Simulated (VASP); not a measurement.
Input of a VASP 6.6.1 run:

INCAR

```
PREC     = Accurate       # precision mode
ENCUT    = 450            # plane-wave cutoff, eV
EDIFF    = 1E-6           # SCF threshold, eV
ISMEAR   = 0              # smearing method
SIGMA    = 0.005          # smearing width, eV
LREAL    = False          # projectors in reciprocal space
LASPH    = True           # aspherical terms in the spheres
NELM     = 200            # most SCF steps
ALGO     = Normal         # electronic algorithm
ISIF     = 2              # what is computed and relaxed
LWAVE    = False          # write WAVECAR
LCHARG   = False          # write CHGCAR
GGA      = CA             # functional
IBRION   = 2              # ionic algorithm
NSW      = 80             # ionic steps
EDIFFG   = -0.01          # ionic threshold
ISYM     = 0
```

File KPOINTS:

```
Automatic mesh
0
Gamma
  1 1 1
```

The input POSCAR:

```
N
1.0
   14.0000000000      0.0000000000      0.0000000000
    0.0000000000     14.5000000000      0.0000000000
    0.0000000000      0.0000000000     15.0000000000
N
2
Direct
    0.5019266500      0.4989812700      0.4645155800
    0.4980733500      0.5010187300      0.5354844200
```

Potentials or basis: VASP PAW LDA potentials, release 64 (N).

Launch:

```sh
$ cat potpaw_LDA.64/N/POTCAR > POTCAR
$ mpirun -np 2 vasp_gam > vasp.out
```

(1) Estimate the gap between the frontier levels.

(2) Estimate the energy gained by relaxing.

## Answers

(1) 8.09 eV.

(2) 57.0 meV/atom.

Caveat: the standard files for N, O and F lose accuracy on very short bonds.
